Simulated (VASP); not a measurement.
Input:

```xyz
3
Lattice="0.0000 3.0348 2.9283 3.0015 0.0000 2.9283 3.0015 3.0348 0.0000" Properties=species:S:1:pos:R:3 pbc="T T T"
Al     1.5008     1.5174     1.4642
Al     4.5023     4.5521     4.3925
Pt     0.0905     0.0000     0.0000
```
Cell charge -0.02.

Method: PBE GGA, VASP's PBE PAW potentials (set 64) (plane waves; VASP). Settings: NELECT = 16.02, 400 eV cut-off, 8×8×8 Γ-centred mesh, Gaussian smearing of 0.050 eV, potentials Al Pt.

The cell is charged, with a uniform compensating background.

### Question
Which forces act on the atoms, in eV/Å?

### Answer

```
atom      Fx     Fy     Fz
----  ------  -----  -----
Al1    0.342  0.000  0.000
Al2    0.342  0.000  0.000
Pt3   -0.684  0.000  0.000
```

### Question
Give the stress tensor in GPa (positive for a compressed cell).

### Answer

```
-1.27   0.00   0.00
 0.00  -1.70   0.00
 0.00   0.00   0.21
```
The pressure is its mean diagonal, -0.92 GPa.

The compound is PtAl2 in the fluorite structure. The cell was not relaxed at this level, atoms are displaced from their ideal sites. The run is one of a series of settings (ISMEAR = 0, NELECT = 16.02, SIGMA = 0.05 against the base run), some of them coarse on purpose.
